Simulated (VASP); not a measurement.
An input for Quantum ESPRESSO's pw.x (written as the equivalent of a VASP run, and not itself run):

```
&CONTROL
  calculation = 'vc-relax'
  pseudo_dir = './pseudo'
  outdir = './out'
  tprnfor = .true.
  tstress = .true.
  nstep = 30
  forc_conv_thr = 0.00039
/
&SYSTEM
  ibrav = 0
  nat = 3
  ntyp = 2
  ecutwfc = 86
  occupations = 'smearing'
  smearing = 'methfessel-paxton'
  degauss = 0.00735
  input_dft = 'vdw-df-ob86'
/
&ELECTRONS
  conv_thr = 7.3e-09
  electron_maxstep = 100
/
&IONS
/
&CELL
  cell_dofree = 'shape'
/
ATOMIC_SPECIES
  Pt 195.084 Pt.upf
  Se 78.971 Se.upf
CELL_PARAMETERS angstrom
     1.9096871   -3.3076754    0.0000000
     1.9096871    3.3076754    0.0000000
     0.0000000    0.0000000    5.0218965
ATOMIC_POSITIONS crystal
  Pt   0.0000000  0.0000000  0.0000000
  Se   0.3333330  0.6666670  0.2603165
  Se   0.6666670  0.3333330  0.7396835
K_POINTS automatic
  9 9 6 0 0 0
```

Task: Write the VASP files for the same calculation (optB86b-vdW).

Result: Several could match; the one computed here: 
File KPOINTS:
```
Automatic mesh
0
Gamma
9 9 6
0 0 0
```

POSCAR:
```
PtSe2
1
    1.9096871336    -3.3076753987     0.0000000000
    1.9096871336     3.3076753987     0.0000000000
    0.0000000000     0.0000000000     5.0218964505
Pt Se
1 2
Direct
  0.0000000000   0.0000000000   0.0000000000
  0.3333330000   0.6666670000   0.2603164899
  0.6666670000   0.3333330000   0.7396835101
```

### INCAR
```
NSW=30   ! most ionic steps
PARAM2=1.0
LREAL=.FALSE.   ! projection in real space or not
ISIF=4   ! ions and shape, fixed volume
LMAXMIX=6   ! l cut-off of mixed one-centre charges
IBRION=2   ! conjugate gradients
ENCUT=520   ! plane-wave cut-off (eV)
PARAM1=0.1234
AGGAC=0.0
ALGO=Normal   ! blocked Davidson
GGA=MK
PREC=Accurate
LUSE_VDW=.TRUE.
SIGMA=0.1   ! width (eV)
LASPH=.TRUE.   ! aspherical one-centre terms
EDIFFG=-0.01
EDIFF=1E-7   ! SCF stop (eV)
NELM=100   ! most electronic steps
ISMEAR=1   ! Methfessel-Paxton
LWAVE=.FALSE.
SYSTEM=PtSe2
LCHARG=.FALSE.
```

POTCAR, in this order: Pt Se (PBE.64 set). Program: vasp_std.

What does not carry over: the potentials are each code's own (VASP's PAW set, PseudoDojo norm-conserving files in pw.x), so ENCUT and ecutwfc are chosen apart and not converted; conv_thr bounds pw.x's estimated SCF error, while EDIFF bounds the energy change between steps; forc_conv_thr acts on force components and is met together with etot_conv_thr.

The compound is PtSe2 in the 1T layered structure. This cell is one point of a volume scan, at 1.03 of the reference volume. Symmetry was kept, so distortions that lower it aren't found.
